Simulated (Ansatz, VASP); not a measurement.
**Cd2TeO in VASP and in Ansatz**

```xyz
4
Lattice="4.2051 0.0000 0.0000 0.0000 4.2051 0.0000 0.0000 0.0000 5.4007" Properties=species:S:1:pos:R:3 pbc="T T T"
O     0.0000    0.0000    0.0000
Cd    0.0000    2.1026    4.5360
Cd    2.1026    0.0000    0.8647
Te    2.1026    2.1026    2.7004
```

The cell was built by a generator and needn't be a form met in nature.

Alike in both runs: task single point; functional PBE; k mesh 4 × 4 × 4; occupations fermi-dirac, width 0.02 eV; no spin polarisation.

|  | VASP | Ansatz |
| --- | --- | --- |
| version | VASP 6.6.1 | Ansatz 0.2.0 |
| potentials or method | VASP PAW PBE potentials, release 64 (O, Cd, Te) | plane waves, PAW |
| plane-wave cutoff (eV) | 520 | 420 |
| valence electrons in the cell | 36 | 62 |

|  | VASP | Ansatz | Ansatz less VASP |
| --- | --- | --- | --- |
| pressure (GPa) | 2.5 | 2.1 | -0.44 |
| largest component of the traceless stress (GPa) | 0.37 | 0.24 | -0.135 |
| rms of the force components (eV/Å) | 0.044 | 0.030 | -0.0139 |

With one functional, cell and mesh, what is left measures potentials, basis and numerics. The two sets of potentials don't hold the same shells in valence.

Caveats: the k mesh is coarse (spacing up to 0.37 Å⁻¹), so the values aren't converged. Spin-orbit coupling is left out, which matters for the levels of Te.
